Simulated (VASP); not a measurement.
VASP runs on BeTe (space group F-43m) share one base input (PBE GGA, plane waves, VASP's PBE PAW potentials (set 64)) and change the settings named in each case.

KPOINTS:
```
kpoints
0
Gamma
5 5 5
0 0 0
```

**POSCAR**
```
BeTe
1
    0.0000000000     2.8150000000     2.8150000000
    2.8150000000     0.0000000000     2.8150000000
    2.8150000000     2.8150000000     0.0000000000
Be Te
1 1
Direct
  0.0000000000   0.0000000000   0.0000000000
  0.2500000000   0.2500000000   0.2500000000
```

### INCAR
```
SYSTEM = BeTe
PREC = Accurate
ENCUT = 300
EDIFF = 1E-6
NELM = 100
ALGO = Normal
LREAL = .FALSE.
LASPH = .TRUE.
ISMEAR = -1
SIGMA = 0.01
GGA = PE
LMAXMIX = 4
LWAVE = .FALSE.
LCHARG = .FALSE.
ISIF = 2
```

POTCAR, in this order: Be Te (PBE.64 set). Program: vasp_std.

| change | E(σ→0) (eV/atom) | pressure (GPa) |
|---|---|---|
| base run | -3.7994 | 1.34 |
| GGA removed, POTCAR Be Te (LDA.64 set) | -4.3466 | ___ |
| GGA_COMPAT = .FALSE., LNONCOLLINEAR = .TRUE., LSORBIT = .TRUE., MAGMOM = 0.0 0.0 0.0 0.0 0.0 0.0, program vasp_ncl | -3.8420 | ___ |
| KPOINTS 1×1×1 Γ-centred mesh | 3.7186 | 59.29 |

**Question.** What belongs in the gaps?

**Answer.** 
- GGA removed, POTCAR Be Te (LDA.64 set), pressure (GPa): -2.01
- GGA_COMPAT = .FALSE., LNONCOLLINEAR = .TRUE., LSORBIT = .TRUE., MAGMOM = 0.0 0.0 0.0 0.0 0.0 0.0, program vasp_ncl, pressure (GPa): 1.40

Energies of different potentials or functionals have different zeros.  Unless said otherwise, spin-orbit coupling is left out, though it shifts the bands of the heavy elements here. At 300 eV the pressure can carry a Pulay error.

Left out are runs that ran out of time, are held back, or changed the cell or the kind of run, fixed moments of cells without a moment, rows past the twelfth, gaps on odd meshes, pressures of charged cells and columns that move by less than the noise.

The structure is a typed BeTe crystal (F-43m). The cell was not relaxed at this level.
